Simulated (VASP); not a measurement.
Here is the system:

```yaml
crystal:
  lattice:
    - [0.00000, 2.65831, 2.65831]
    - [2.65831, 0.00000, 2.65831]
    - [2.65831, 2.65831, 0.00000]
  atoms:
    - { symbol: Ca, position: [0.00000, 0.00000, 0.00000] }
    - { symbol: F, position: [0.25000, 0.25000, 0.25000] }
    - { symbol: F, position: [0.75000, 0.75000, 0.75000] }
```

Method: r2SCAN+rVV10, VASP's PBE PAW potentials (set 64) (plane waves; VASP). Numerical set-up: 520 eV cut-off, 7×7×7 Γ-centred mesh, Gaussian smearing of 0.050 eV, potentials Ca_sv F.

What does the run give for the energy per atom (σ→0), pressure?

```yaml
energy per atom (σ→0): -8.379 eV/atom
pressure: 6.89 GPa
```

Total energies compare only between runs with the same potentials, cut-off and functional.

The compound is CaF2 in the fluorite structure. This cell is one point of a volume scan, at 0.94 of the reference volume.
